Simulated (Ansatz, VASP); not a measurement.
Given: the input of a run of Ansatz 0.2.0 on Ni2SbTe. The cell comes from a database or a generator and needn't be the stable form of this composition.

File input.yaml:

```yaml
crystal:
  lattice:
    - [3.9656228857, 0.0, 0.0]
    - [-1.9828114428, 3.4343301608, 0.0]
    - [0.0, 0.0, 5.20348244]
  atoms:
    - { symbol: Te, position: [0.3333333333, 0.6666666667, 0.0] }
    - { symbol: Sb, position: [0.6666666667, 0.3333333333, 0.5] }
    - { symbol: Ni, position: [0.0, 0.0, 0.2531824], spin: 1.0 }
    - { symbol: Ni, position: [0.0, 0.0, 0.7468176], spin: 1.0 }
hamiltonian:
  xc: pbe
  pseudopotentials: { kind: paw }
magnetization:
  spin_polarized: true
kpoints:
  mp_grid: { grid: [8, 8, 5] }
scf:
  occupations: { method: fermi_dirac, width: 0.05 }
output:
  forces: true
  stress: true
  eigenvalues: true
```

Potentials or basis: Ansatz PAW.

Command:

```sh
$ ansatz run input.yaml --threads 2 --pin off --max-ram 5120MiB --backend cpu --events-out ev --progress --plain --runs-dir out
```

Task: What does the same run look like in VASP 6.6.1? Potentials or basis there: PBE PAW files Ni, Sb, Te, 520 eV.

Result: As run (cutoffs and basis follow the program's own potentials, and thresholds, step limits or extra output files can differ):

Contents of INCAR:

```
SYSTEM = Ni2SbTe
  ALGO = Normal
  EDIFF = 1E-7
  ENCUT = 520
  GGA = PE
  ISIF = 2
  ISMEAR = -1
  ISPIN = 2
  LASPH = .True.
  LCHARG = .False.
  LMAXMIX = 4
  LORBIT = 11
  LREAL = .False.
  LWAVE = .False.
  MAGMOM = 0 0 1 1
  NBANDS = 28
  NELM = 120
  PREC = Accurate
  SIGMA = 0.05
```

File KPOINTS:

```
k-points
0
Gamma
  8 8 5
  0 0 0
```

Contents of POSCAR:

```
Ni2SbTe
1.0
    3.9656228857      0.0000000000      0.0000000000
   -1.9828114428      3.4343301608      0.0000000000
    0.0000000000      0.0000000000      5.2034824400
Te Sb Ni
1 1 2
Direct
    0.3333333333      0.6666666667      0.0000000000
    0.6666666667      0.3333333333      0.5000000000
    0.0000000000      0.0000000000      0.2531824000
    0.0000000000      0.0000000000      0.7468176000
```

Potentials or basis: VASP PAW PBE potentials, release 64 (Te, Sb, Ni).

Command:

```sh
$ cat potpaw_PBE.64/Te/POTCAR potpaw_PBE.64/Sb/POTCAR potpaw_PBE.64/Ni/POTCAR > POTCAR
$ mpirun -np 1 vasp_std > vasp.out
```

Both were run:

|  | Ansatz | VASP |
| --- | --- | --- |
| Pressure | 2.8 GPa | 2.7 GPa |
| Net moment | 0.00 μB per cell | 0.00 μB per cell |

Ansatz's pressure holds a Pulay term of +0.05 GPa for its cutoff of 420 eV, which the other run lacks.

The potentials hold 67 and 31 valence electrons a cell.

Where Ansatz's input types no cutoff or centring, it takes its own default and a Γ-centred mesh.

The magnetic state is the one that the start led to; the real crystal's order can differ.

Pressure is positive in compression.
